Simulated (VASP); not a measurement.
Input:

```xyz
2
Lattice="1.1450 -1.9832 0.0000 1.1450 1.9832 0.0000 0.0000 0.0000 3.5800" Properties=species:S:1:pos:R:3 pbc="T T T"
Be     1.1450     0.6611     0.8950
Be     1.1450    -0.6611     2.6850
```

Level of theory: PBE GGA with D3 dispersion (zero damping), VASP's PBE PAW potentials (set 64) (plane waves; VASP). Numerical set-up: 520 eV cut-off, 16×16×9 Γ-centred mesh, first-order Methfessel-Paxton smearing of 0.10 eV, potentials Be.

Energy and stress use the plane-wave basis of the starting cell.

Question: The ions, cell shape and volume are relaxed. Which structure does the run end with?

Answer: 
```xyz
2
Lattice="1.1157 -1.9324 0.0000 1.1157 1.9324 0.0000 0.0000 0.0000 3.5127" Properties=species:S:1:pos:R:3 pbc="T T T"
Be     1.1157     0.6441     0.8782
Be     1.1157    -0.6441     2.6345
```
Space group P6_3/mmc (194), at a tolerance of 0.03 Å.

Question: How do energy and volume change from the first to the last step?

Answer: The energy (σ→0) changes by -14.5 meV/atom and the volume by -6.8 %, in 5 ionic steps.

| step | E(σ→0) (eV) | max force (eV/Å) | pressure (GPa) | volume (Å³) |
|---|---|---|---|---|
| 1 | -7.9793 | 0.000 | -7.94 | 16.26 |
| 2 | -8.0074 | 0.000 | -1.33 | 15.33 |
| 3 | -8.0081 | 0.000 | -0.01 | 15.17 |
| 4 | -8.0081 | 0.000 | 0.17 | 15.15 |
| 5 | -8.0082 | 0.000 | 0.13 | 15.15 |

The compound is Be in the hcp structure. This run relaxes it. Symmetry was kept, so distortions that lower it aren't found.
